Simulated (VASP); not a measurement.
The input files of a VASP run:

File POSCAR:
```
Ta
1
   -1.6500000000     1.6500000000     1.6500000000
    1.6500000000    -1.6500000000     1.6500000000
    1.6500000000     1.6500000000    -1.6500000000
Ta
1
Direct
  0.0000000000   0.0000000000   0.0000000000
```

**KPOINTS**
```
Automatic mesh
0
Gamma
14 14 14
0 0 0
```

### INCAR
```
# general
SYSTEM   =  Ta
PREC     =  Accurate
ENCUT    =  400
LREAL    =  .FALSE.
LASPH    =  .TRUE.

# electronic loop
EDIFF    =  1E-6
NELM     =  100
ALGO     =  Normal
LMAXMIX  =  6

# smearing
ISMEAR   =  0
SIGMA    =  0.05

# functional
GGA      =  PE

# ions
ISIF     =  2

# output
LWAVE    =  .FALSE.
LCHARG   =  .FALSE.
```

POTCAR, in this order: Ta_pv (PBE.64 set). Program: vasp_std.

### Question
Translate this PBE calculation to Ansatz.

### Answer
One equivalent input (not run):
Ansatz 0.2 input:
```yaml
crystal:
  lattice:
    - [-1.6500000, 1.6500000, 1.6500000]
    - [1.6500000, -1.6500000, 1.6500000]
    - [1.6500000, 1.6500000, -1.6500000]
  atoms:
    - { symbol: Ta, position: [0.0000000, 0.0000000, 0.0000000] }
kpoints:
  mp_grid: { grid: [14, 14, 14] }
hamiltonian:
  xc: pbe
  pseudopotentials: { kind: paw }
scf:
  occupations: { method: gaussian, width: 0.05 }
  max_iter: 100
output: { forces: true, stress: true, eigenvalues: true }
```
The two are equivalent in intent, not identical: each code has its own PAW files, so the cut-off isn't converted (ENCUT is set for VASP's; basis.ecutwfc is left out, and Ansatz then takes the one that its files recommend); Ansatz stops its SCF on the density residual and VASP on the energy change (EDIFF).

The compound is Ta in the bcc structure. The cell was not relaxed at this level. The run is one of a series of settings (ISMEAR = 0, SIGMA = 0.05 against the base run), some of them coarse on purpose.
